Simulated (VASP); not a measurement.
Input of a VASP 6.6.1 run:

Contents of POSCAR:

```
Te2Mo                                   
1.0
    3.4956861272      0.0000000000      0.0000000000
   -1.7478430636      3.0273529941      0.0000000000
    0.0000000000      0.0000000000     13.6948504122
  Te              Mo            
     4     2
Direct
     0.3333333300000021    0.6666666699999979    0.6172431572599351
     0.6666666699999979    0.3333333300000021    0.1172431572599351
     0.3333333300000021    0.6666666699999979    0.8827568427400649
     0.6666666699999979    0.3333333300000021    0.3827568427400649
     0.3333333300000021    0.6666666699999979    0.2500000000000000
     0.6666666699999979    0.3333333300000021    0.7500000000000000
```

INCAR.step1

```
PREC = Accurate ; ENCUT = 520
EDIFF = 1E-5 ; ISMEAR = 0
SIGMA = 0.03 ; LREAL = F
LASPH = T ; NELM = 80
ALGO = Normal ; ISIF = 2
LWAVE = T ; LCHARG = F
LMAXMIX = 4 ; NBANDS = 35
KPAR = 4 ; GGA = PE
```

INCAR.step2

```
PREC = Accurate ; ENCUT = 520
EDIFF = 1E-6 ; ISMEAR = 0
SIGMA = 0.03 ; LREAL = F
LASPH = T ; NELM = 80
ALGO = Normal ; ISIF = 2
LWAVE = F ; LCHARG = F
LMAXMIX = 4 ; GGA = PE
LHFCALC = T ; HFSCREEN = 0.2
PRECFOCK = Fast ; NBANDS = 35
KPAR = 4 ; ISTART = 1
```

File KPOINTS:

```
regular mesh
0
Gamma
  6 6 2
```

Contents of KPOINTS_OPT:

```
explicit points
6
Reciprocal
 0.0000000000  0.0000000000  0.0000000000 1
 0.0000000000  0.0000000000  0.5000000000 1
 0.3333333333  0.3333333333  0.5000000000 1
 0.3333333333  0.3333333333  0.0000000000 1
 0.5000000000  0.0000000000  0.5000000000 1
 0.5000000000  0.0000000000  0.0000000000 1
```

Potentials or basis: VASP PAW PBE potentials, release 64 (Te, Mo_sv).

Launch:

```bash
$ cat potpaw_PBE.64/Te/POTCAR potpaw_PBE.64/Mo_sv/POTCAR > POTCAR
$ cp INCAR.step1 INCAR
$ mpirun -np 4 vasp_std > vasp.out
$ cp INCAR.step2 INCAR
$ mpirun -np 4 vasp_std > vasp.out
```

Task: What does it give for the band gap on the k mesh?

Result: 1.11 eV, indirect (least direct gap 1.46 eV).

Task: Estimate the largest force.

Result: 0.548 eV/Å.

Task: Estimate the pressure.

Result: -0.4 GPa.

Forces on the atoms (eV/Å):
```
Te   0.000  0.000  0.548
Te   0.000  0.000  0.548
Te   0.000  0.000 -0.548
Te   0.000  0.000 -0.548
Mo   0.000  0.000  0.000
Mo   0.000  0.000  0.000
```

Caveat: the PAW data sets were made with another functional, which shifts forces and pressure a little; spin-orbit coupling is left out, which moves the levels of the heavy elements; this functional lacks dispersion, which binds the layers, so the pressure and a relaxed spacing across them are unreliable.

**Experimental background.**

From “Broadband infrared study of pressure-tunable Fano resonance and metallization transition in 2H-MoTe2”, 2022, pmc:9569381, for a bulk crystal of Te2Mo at 300 K: band gap 0.88 ± 0.05 eV (indirect).

A measured gap of Te2Mo is 0.88 eV (indirect; 300 K; quoted in “Broadband infrared study of pressure-tunable Fano resonance and metallization transition in 2H-MoTe2”, 2022, pmc:9569381); the calculated 1.11 eV misses it by +0.23 eV. Spin-orbit coupling on Mo, Te is left out. The value is that of HSE06 on a finite k mesh, which can miss the band edges, without temperature or zero-point motion.
